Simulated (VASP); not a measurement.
Input:

```
InAs
1.0
    0.00000     2.84403     2.84403
    2.84403     0.00000     2.84403
    2.84403     2.84403     0.00000
In As
1 1
Direct
  0.50000   0.50000   0.50000
  0.00000   0.00000   0.00000
```

Computed with r2SCAN meta-GGA, VASP's PBE PAW potentials (set 64) (plane waves; VASP 6.6.1). Settings: 400 eV cut-off, 12×12×12 Γ-centred mesh, tetrahedra with Blöchl corrections, potentials In_d As.

Question: Give the energies of bands 7 to 12 at the high-symmetry points, in eV from the Fermi level.

Answer: 
```json
[
 {"band": "7", "Γ": "-0.21", "X": "-5.00", "U": "-5.22", "L": "-6.81", "W": "-4.86"},
 {"band": "8", "Γ": "-0.21", "X": "-2.71", "U": "-4.43", "L": "0.21", "W": "-3.93"},
 {"band": "9", "Γ": "-0.21", "X": "-2.39", "U": "-1.69", "L": "0.21", "W": "-3.93"},
 {"band": "10", "Γ": "0.09", "X": "-2.39", "U": "0.13", "L": "2.68", "W": "2.54"},
 {"band": "11", "Γ": "7.71", "X": "4.28", "U": "6.04", "L": "3.62", "W": "4.63"},
 {"band": "12", "Γ": "7.71", "X": "10.21", "U": "7.38", "L": "3.62", "W": "7.44"}
]
```

It has no gap at this level: it comes out as a metal or semimetal.

The structure comes from a computed database's InAs entry (Fm-3m); how it stands against other phases isn't given here. It was relaxed first.
